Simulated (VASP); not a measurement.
Input of a VASP 6.6.1 run:

The input INCAR:

```
SYSTEM = P4Pd
ALGO = Normal
EDIFF = 1E-6
EDIFFG = -0.01
ENCUT = 600
GGA = RP
IBRION = 2
ISIF = 3
ISMEAR = 0
LASPH = .True.
LCHARG = .False.
LREAL = .False.
LWAVE = .False.
NELM = 80
NSW = 40
PREC = Accurate
SIGMA = 0.05
```

KPOINTS

```
k-points
0
Gamma
  7 7 4
  0 0 0
```

POSCAR

```
P4Pd
1.0
    3.8777035800      0.0000000000      0.0000000000
    0.0000000000      3.8777035800      0.0000000000
    0.0000000000      0.0000000000      7.6111243000
P Pd
4 1
Direct
    0.0000000000      0.0000000000      0.7583594700
    0.0000000000      0.0000000000      0.2416405300
    0.0000000000      0.0000000000      0.5000000000
    0.5000000000      0.5000000000      0.5000000000
    0.5000000000      0.5000000000      0.0000000000
```

Potentials or basis: VASP PAW PBE potentials, release 64 (P, Pd).

The run is started by

```console
$ cat potpaw_PBE.64/P/POTCAR potpaw_PBE.64/Pd/POTCAR > POTCAR
$ mpirun -np 1 vasp_std > vasp.out
```

Problem. Predict the space group after relaxing (to 0.05 Å).

Solution. P4/mmm (No. 123).

Problem. What does it give for the relaxed cell?

Solution. a = 3.370 Å, b = 3.370 Å, c = 7.580 Å, α = 90.00°, β = 90.00°, γ = 90.00°.

Problem. Estimate the band gap on the k mesh.

Solution. None (metal or under the smearing width).

Forces on the atoms (eV/Å):
```
P    0.000  0.000 -0.009
P    0.000  0.000  0.009
P    0.000  0.000  0.000
P    0.000  0.000  0.000
Pd   0.000  0.000  0.000
```

Caveat: the PAW data sets were made with another functional, which shifts forces and pressure a little.
